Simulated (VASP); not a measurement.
# Ca3ZrN3 (P4/mmm) in VASP: density of states with PBE

Aim: the density of states of Ca3ZrN3 with PBE.

Program: VASP 6.6.1. These are calculated values, not measurements. Logs are shortened: lines on timing, memory, paths and dates and some standing lists are left out, and cuts for length are marked.

**1. The crystal as given**

It takes space group P4/mmm (No. 123, tetragonal). Conventional cell: a = 3.504 Å, b = 3.504 Å, c = 9.844 Å, α = 90.00°, β = 90.00°, γ = 90.00°. Around Ca (site symmetry 4/mmm) lie 4 N at 2.48 Å. Ca (site symmetry 4mm) is surrounded by 5 N at 2.42 to 2.52 Å. Zr (site symmetry 4/mmm) has 2 N at 2.05 Å as nearest neighbours. N (site symmetry 4/mmm) has 6 Ca at 2.42 to 2.48 Å as nearest neighbours. N (site symmetry 4mm) is surrounded by 1 Zr at 2.05 Å.

The cell was built by a generator and needn't be a form met in nature.

**2. Density of states, PBE**

Input file POSCAR:

```
Ca3ZrN3                                 
1.0
    3.5038200788      0.0000000000     -0.0000000000
    0.0000000000      3.5038200788     -0.0000000000
   -0.0000000000      0.0000000000      9.8438572825
  Ca              Zr              N             
     3     1     3
Direct
     1.0000000000000000    1.0000000000000000    0.0000000000000000
     0.5000000000000000    0.5000000000000000    0.2459339778947287
     0.5000000000000000    0.5000000000000000    0.7540660221052713
     1.0000000000000000    1.0000000000000000    0.5000000000000000
     0.5000000000000000    0.5000000000000000    0.0000000000000000
     1.0000000000000000    1.0000000000000000    0.2916875071008719
     1.0000000000000000    1.0000000000000000    0.7083124928991281
```

Input file INCAR.step1:

```
SYSTEM = Ca3ZrN3
PREC = Accurate
ENCUT = 520
EDIFF = 1E-7
ISMEAR = 0
SIGMA = 0.1
LREAL = .FALSE.
LASPH = .TRUE.
NELM = 80
ALGO = Fast
ISIF = 2
LWAVE = .FALSE.
LCHARG = .TRUE.
LMAXMIX = 4
GGA = PE
NBANDS = 38
KPAR = 4
```

Input file KPOINTS.step1:

```
regular mesh
0
G
  8 8 4
  0 0 0
```

Input file INCAR.step2:

```
SYSTEM = Ca3ZrN3
PREC = Accurate
ENCUT = 520
EDIFF = 1E-7
ISMEAR = -5
SIGMA = 0.1
LREAL = .FALSE.
LASPH = .TRUE.
NELM = 80
ALGO = Fast
ISIF = 2
LWAVE = .FALSE.
LCHARG = .FALSE.
LMAXMIX = 4
GGA = PE
LORBIT = 11
NBANDS = 38
KPAR = 4
NEDOS = 1001
ICHARG = 11
```

Input file KPOINTS.step2:

```
regular mesh
0
G
  12 12 6
  0 0 0
```

Potentials or basis: VASP PAW PBE potentials, release 64 (Ca_sv, Zr_sv, N).

The run is started by

```console
$ cat potpaw_PBE.64/Ca_sv/POTCAR potpaw_PBE.64/Zr_sv/POTCAR potpaw_PBE.64/N/POTCAR > POTCAR
$ cp INCAR.step1 INCAR
$ cp KPOINTS.step1 KPOINTS
$ mpirun -np 4 vasp_std > vasp.out
$ cp INCAR.step2 INCAR
$ cp KPOINTS.step2 KPOINTS
$ mpirun -np 4 vasp_std > vasp.out
```

OUTCAR:

```text
SYSTEM = Ca3ZrN3
   PREC = Accurate
   ENCUT = 520
   EDIFF = 1E-7
   ISMEAR = -5
   LREAL = .FALSE.
   LASPH = .TRUE.
   NELM = 80
   ISIF = 2
   GGA = PE
   LORBIT = 11
   ICHARG = 11

 ion  position               nearest neighbor table
   1  0.000  0.000  0.000-
   2  0.500  0.500  0.246-   5 2.42   4 3.52   4 3.52   4 3.52   4 3.52
   3  0.500  0.500  0.754-   5 2.42   4 3.52   4 3.52   4 3.52   4 3.52
   4  0.000  0.000  0.500-   6 2.05   7 2.05   2 3.52   3 3.52   2 3.52   3 3.52   2 3.52   3 3.52
                             2 3.52   3 3.52
   5  0.500  0.500  0.000-   2 2.42   3 2.42
   6  0.000  0.000  0.292-   4 2.05
   7  0.000  0.000  0.708-   4 2.05

  LATTYP: Found a simple tetragonal cell.
 ALAT       =     3.5038200788
 C/A-ratio  =     2.8094642593

  Lattice vectors:

 A1 = (   3.5038200788,   0.0000000000,   0.0000000000)
 A2 = (   0.0000000000,   3.5038200788,   0.0000000000)
 A3 = (   0.0000000000,   0.0000000000,   9.8438572825)

Analysis of symmetry for initial positions (statically):
=====================================================================
 Subroutine PRICEL returns:
 Original cell was already a primitive cell.

 Routine SETGRP: Setting up the symmetry group for a
 simple tetragonal supercell.

 Subroutine GETGRP returns: Found 16 space group operations
 (whereof 16 operations were pure point group operations)
 out of a pool of 16 trial point group operations.

The static configuration has the point symmetry D_4h.

Analysis of symmetry for dynamics (positions and initial velocities):
=====================================================================
 Subroutine PRICEL returns:
 Original cell was already a primitive cell.

 Routine SETGRP: Setting up the symmetry group for a
 simple tetragonal supercell.

 Subroutine GETGRP returns: Found 16 space group operations
 (whereof 16 operations were pure point group operations)
 out of a pool of 16 trial point group operations.

The dynamic configuration has the point symmetry D_4h.

 Subroutine INISYM returns: Found 16 space group operations
 (whereof 16 operations are pure point group operations),
 and found     1 'primitive' translations

----------------------------------------------------------------------------------------

                                     Primitive cell

  volume of cell :     120.8506

  direct lattice vectors                    reciprocal lattice vectors
     3.503820079  0.000000000  0.000000000     0.285402783  0.000000000  0.000000000
     0.000000000  3.503820079  0.000000000     0.000000000  0.285402783  0.000000000
     0.000000000  0.000000000  9.843857283     0.000000000  0.000000000  0.101586194

  length of vectors
     3.503820079  3.503820079  9.843857283     0.285402783  0.285402783  0.101586194

  position of ions in fractional coordinates (direct lattice)
     0.000000000  0.000000000  0.000000000
     0.500000000  0.500000000  0.245933978
     0.500000000  0.500000000  0.754066022
     0.000000000  0.000000000  0.500000000
     0.500000000  0.500000000  0.000000000
     0.000000000  0.000000000  0.291687507
     0.000000000  0.000000000  0.708312493

  ion indices of the primitive-cell ions
   primitive index   ion index
                 1           1
                 2           2
                 3           3
                 4           4
                 5           5
                 6           6
                 7           7

----------------------------------------------------------------------------------------

 KPOINTS: regular mesh

Automatic generation of k-mesh.
 Grid dimensions read from file:
 generate k-points for:   12   12    6

 Generating k-lattice:

  Cartesian coordinates                     Fractional coordinates (reciprocal lattice)
     0.023783565  0.000000000  0.000000000     0.083333333  0.000000000  0.000000000
     0.000000000  0.023783565  0.000000000     0.000000000  0.083333333  0.000000000
     0.000000000  0.000000000  0.016931032     0.000000000  0.000000000  0.166666667

  Length of vectors
     0.023783565  0.023783565  0.016931032

  Shift w.r.t. Gamma in fractional coordinates (k-lattice)
     0.000000000  0.000000000  0.000000000

 TETIRR: Found   1296 inequivalent tetrahedra from     5184

 Subroutine IBZKPT returns following result:
 ===========================================

 Found    112 irreducible k-points:

 Following reciprocal coordinates:
            Coordinates               Weight
  0.000000  0.000000  0.000000      1.000000
  0.083333  0.000000  0.000000      4.000000
  0.166667  0.000000  0.000000      4.000000
  0.250000  0.000000  0.000000      4.000000
  0.333333  0.000000  0.000000      4.000000
  0.416667  0.000000  0.000000      4.000000
[... 16 lines left out ...]
  0.333333  0.333333  0.000000      4.000000
  0.416667  0.333333  0.000000      8.000000
 [... further k-points ...]
   k-points           NKPTS =    112   k-points in BZ     NKDIM =    112   number of bands    NBANDS=     38
   number of dos      NEDOS =   1001   number of ions     NIONS =      7
   total plane-waves  NPLWV =  62720
   dimension x,y,z NGX =    28 NGY =   28 NGZ =   80
   dimension x,y,z NGXF=    56 NGYF=   56 NGZF=  160
   ions per type =               3   1   3
   NGX,Y,Z   is equivalent  to a cutoff of  13.29, 13.29, 13.51 a.u.
   NGXF,Y,Z  is equivalent  to a cutoff of  26.57, 26.57, 27.02 a.u.
 SYSTEM =  Ca3ZrN3
   PREC   = accura    normal or accurate (medium, high low for compatibility)
   ISTART =      0    job   : 0-new  1-cont  2-samecut
   ICHARG =     11    charge: 1-file 2-atom 10-const
   ISPIN  =      1    spin polarized calculation?
   LNONCOLLINEAR =      F non collinear calculations
   LSORBIT =      F    spin-orbit coupling
   LASPH  =      T    aspherical Exc in radial PAW
   ENCUT  =  520.0 eV  38.22 Ry    6.18 a.u.   6.51  6.51 18.30*2*pi/ulx,y,z
   NELM   =     80;   NELMIN=  2; NELMDL=  0     # of ELM steps
   EDIFF  = 0.1E-06   stopping-criterion for ELM
   LREAL  =      F    real-space projection
   EDIFFG = 0.1E-05   stopping-criterion for IOM
   NSW    =      0    number of steps for IOM
   IBRION =     -1    ionic relax: 0-MD 1-quasi-New 2-CG
   NFREE  =      0    steps in history (QN), initial steepest desc. (CG)
   ISIF   =      2    stress and relaxation
   ISYM   =      2    0-nonsym 1-usesym 2-fastsym
   POTIM  = 0.5000    time-step for ionic-motion
   TEBEG  =    0.0;   TEEND  =   0.0 temperature during run
   PSTRESS=    0.0 pullay stress
   NELECT =      57.0000    total number of electrons
   NUPDOWN=      -1.0000    fix difference up-down
   EMIN   =  10.00;   EMAX   =-10.00  energy-range for DOS
   EFERMI =   0.00;   METHOD = LEGACY
   ISMEAR =    -5;   SIGMA  =   0.10  broadening in eV -4-tet -1-fermi 0-gaus
   EFERMI_NEDOS =   21; number of points for ismear=-14 and -15
   IALGO  =     68    algorithm
   IMIX   =      4    mixing-type and parameters
     AMIX     =   0.40;   BMIX     =  1.00
     AMIX_MAG =   1.60;   BMIX_MAG =  1.00
  volume/ion in A,a.u.               =      17.26       116.51
  Fermi-wavevector in a.u.,A,eV,Ry     =   1.274335  2.408143 22.094892  1.623929
  Thomas-Fermi vector in A             =   2.407108
   LORBIT       =     11    0 simple, 1 ext, 2 COOP (PROOUT), +10 PAW based schemes
   GGA     = PE    functional components
   LHFCALC =     F    Hartree Fock is set to
   AEXX    =    0.0000 exact exchange contribution
   IVDW    =     0    specifies the selected vdW correction
   LEPSILON=     F    determine dielectric tensor
   LRPA    =     F    only Hartree local field effects (RPA)
 non-spin polarized calculation
 RMM-DIIS sequential band-by-band and
 Fermi weights with tetrahedron method with Bloechl corrections
  energy-cutoff  :      520.00
  volume of cell :      120.85
 maximum number of plane-waves:      3325
 NGX is ok and might be reduce to    28

 number of electron      56.9999999 magnetization

 Free energy of the ion-electron system (eV)
  ---------------------------------------------------
  ext. energy  EPLUGINS =         0.00000000
  ---------------------------------------------------
  free energy    TOTEN  =       -44.44739025 eV

  energy without entropy =      -44.44739025  energy(sigma->0) =      -44.44739025

 E-fermi :   3.6501     XC(G=0): -10.1135

 val. band max:        3.6772107987   @ k =   0.0000   0.0000   0.5000
 cond. band min:       3.6378596443   @ k =   0.5000   0.2500   0.0000
 fundamental gap:     -0.0393511544
 Fermi energy:         3.6501272683

 k-point     1 :       0.0000    0.0000    0.0000
  band No.  band energies     occupation
      1     -44.6457      2.00000
      2     -34.9650      2.00000
      3     -34.9539      2.00000
      4     -34.8435      2.00000
      5     -22.7366      2.00000
      6     -22.7366      2.00000
[... 30 lines left out ...]
     37       8.3711      0.00000
     38       8.5762      0.00000

 k-point     2 :       0.0833    0.0000    0.0000
  band No.  band energies     occupation
      1     -44.6446      2.00000
      2     -34.9628      2.00000
      3     -34.9523      2.00000
      4     -34.8427      2.00000
      5     -22.7515      2.00000
      6     -22.7354      2.00000
[... 30 lines left out ...]
     37       8.5502      0.00000
     38       8.7275      0.00000

 k-point     3 :       0.1667    0.0000    0.0000
  band No.  band energies     occupation
      1     -44.6418      2.00000
      2     -34.9567      2.00000
      3     -34.9481      2.00000
      4     -34.8403      2.00000
      5     -22.7919      2.00000
      6     -22.7319      2.00000
[... 30 lines left out ...]
     37       8.8092      0.00000
     38       9.1466      0.00000

 k-point     4 :       0.2500    0.0000    0.0000
  band No.  band energies     occupation
      1     -44.6379      2.00000
      2     -34.9484      2.00000
      3     -34.9423      2.00000
      4     -34.8372      2.00000
      5     -22.8467      2.00000
      6     -22.7272      2.00000
[... 30 lines left out ...]
     37       8.9252      0.00000
     38       9.6561      0.00000
[... 703 lines left out ...]
      4     -34.8206      2.00000
      5     -22.9418      2.00000
      6     -22.8245      2.00000
[... 30 lines left out ...]
     37       9.7790      0.00000
     38       9.8191      0.00000

 k-point    23 :       0.3333    0.3333    0.0000
  band No.  band energies     occupation
      1     -44.6225      2.00000
      2     -34.9212      2.00000
      3     -34.9201      2.00000
      4     -34.8199      2.00000
      5     -22.8845      2.00000
      6     -22.8815      2.00000
[... 30 lines left out ...]
     37       9.2499      0.00000
     38      10.7453      0.00000

 k-point    24 :       0.4167    0.3333    0.0000
  band No.  band energies     occupation
      1     -44.6197      2.00000
      2     -34.9167      2.00000
      3     -34.9161      2.00000
      4     -34.8164      2.00000
      5     -22.9214      2.00000
      6     -22.8786      2.00000
[... 30 lines left out ...]
     37       9.5494      0.00000
     38      10.5345      0.00000

 [... further k-points ...]

------------------------ aborting loop because EDIFF is reached ----------------------------------------

  FORCE on cell =-STRESS in cart. coord.  units (eV):
  Direction    XX          YY          ZZ          XY          YZ          ZX
  --------------------------------------------------------------------------------------
  -------------------------------------------------------------------------------------
  Total        0.1605084      0.1605084     -0.1297029      0.0000000      0.0000000      0.0000000
  in kB        2.1279398      2.1279398     -1.7195365      0.0000000      0.0000000      0.0000000
  external PRESSURE =       0.8454477 kB  Pullay stress =       0.0000000 kB

 VOLUME and BASIS-vectors are now :
 -----------------------------------------------------------------------------
  energy-cutoff  :      520.00
  volume of cell :      120.85
      direct lattice vectors                 reciprocal lattice vectors
     3.503820079  0.000000000  0.000000000     0.285402783  0.000000000  0.000000000
     0.000000000  3.503820079  0.000000000     0.000000000  0.285402783  0.000000000
     0.000000000  0.000000000  9.843857283     0.000000000  0.000000000  0.101586194

 POSITION                                       TOTAL-FORCE (eV/Angst)
 -----------------------------------------------------------------------------------
      0.00000      0.00000      0.00000        -0.000000     -0.000000      0.000000
      1.75191      1.75191      2.42094         0.000000     -0.000000     -0.031825
      1.75191      1.75191      7.42292        -0.000000      0.000000      0.031825
      0.00000      0.00000      4.92193        -0.000000     -0.000000      0.000000
      1.75191      1.75191      0.00000        -0.000000     -0.000000      0.000000
      0.00000      0.00000      2.87133         0.000000      0.000000      0.002534
      0.00000      0.00000      6.97253        -0.000000     -0.000000     -0.002534
 -----------------------------------------------------------------------------------
    total drift:                                0.000000      0.000000      0.000000

  FREE ENERGIE OF THE ION-ELECTRON SYSTEM (eV)
  ---------------------------------------------------
  free  energy   TOTEN  =       -44.4473902481 eV

  energy  without entropy=      -44.4473902481  energy(sigma->0) =      -44.44739025

 total charge

# of ion       s       p       d       tot
------------------------------------------
    1        2.046   5.867   0.301   8.215
    2        2.047   5.870   0.303   8.220
    3        2.047   5.870   0.303   8.220
    4        2.212   6.009   1.582   9.803
    5        1.260   2.322   0.000   3.582
    6        1.268   2.363   0.000   3.631
    7        1.268   2.363   0.000   3.631
--------------------------------------------------
tot         12.147  30.664   2.489  45.301
```

Run time: 4.2 min. Hardware: 4 MPI ranks of AMD EPYC 9R45 (Zen 5), shared host; peak memory 0.54 GiB.

Results:

```yaml
Valence_electrons_inside_the_program's_atomic_spheres: Ca 8.21, 8.22; Zr 9.80; N 3.58, 3.63
```

States per cell in windows of 0.5 eV (zero at the Fermi level; states under -8 eV left out):
```tsv
from (eV)	total	Zr4_d	N6_p	N7_p	N5_p	Ca2_d	Ca3_d
-8.0	0.00	0.00	0.00	0.00	0.00	0.00	0.00
-7.5	0.00	0.00	0.00	0.00	0.00	0.00	0.00
-7.0	0.00	0.00	0.00	0.00	0.00	0.00	0.00
-6.5	0.00	0.00	0.00	0.00	0.00	0.00	0.00
-6.0	0.00	0.00	0.00	0.00	0.00	0.00	0.00
-5.5	0.00	0.00	0.00	0.00	0.00	0.00	0.00
-5.0	0.00	0.00	0.00	0.00	0.00	0.00	0.00
-4.5	0.00	0.00	0.00	0.00	0.00	0.00	0.00
-4.0	0.00	0.00	0.00	0.00	0.00	0.00	0.00
-3.5	0.01	0.00	0.00	0.00	0.00	0.00	0.00
-3.0	1.44	0.16	0.22	0.22	0.02	0.01	0.01
-2.5	3.82	0.44	0.59	0.59	0.06	0.04	0.04
-2.0	1.92	0.17	0.27	0.27	0.11	0.03	0.03
-1.5	2.82	0.18	0.39	0.39	0.32	0.04	0.04
-1.0	4.55	0.32	0.37	0.37	0.97	0.09	0.09
-0.5	5.37	0.29	0.60	0.60	1.01	0.09	0.09
0.0	0.99	0.14	0.07	0.07	0.23	0.01	0.01
0.5	0.54	0.23	0.02	0.02	0.01	0.00	0.00
1.0	0.88	0.33	0.03	0.03	0.00	0.01	0.01
1.5	0.21	0.08	0.01	0.01	0.00	0.00	0.00
2.0	1.30	0.65	0.02	0.02	0.00	0.03	0.03
2.5	1.62	0.56	0.05	0.05	0.01	0.09	0.09
3.0	1.52	0.51	0.06	0.06	0.01	0.09	0.09
3.5	1.26	0.35	0.04	0.04	0.01	0.10	0.10
4.0	1.76	0.52	0.06	0.06	0.02	0.16	0.16
4.5	2.25	0.50	0.09	0.09	0.05	0.18	0.18
5.0	2.22	0.25	0.08	0.08	0.07	0.24	0.24
5.5	2.49	0.20	0.09	0.09	0.08	0.36	0.36
6.0	1.39	0.14	0.03	0.03	0.04	0.22	0.22
6.5	0.45	0.06	0.01	0.01	0.01	0.07	0.07
7.0	0.02	0.00	0.00	0.00	0.00	0.00	0.00
7.5	0.00	0.00	0.00	0.00	0.00	0.00	0.00
```

Caveat: tetrahedron occupations give inexact forces and stress in metals.
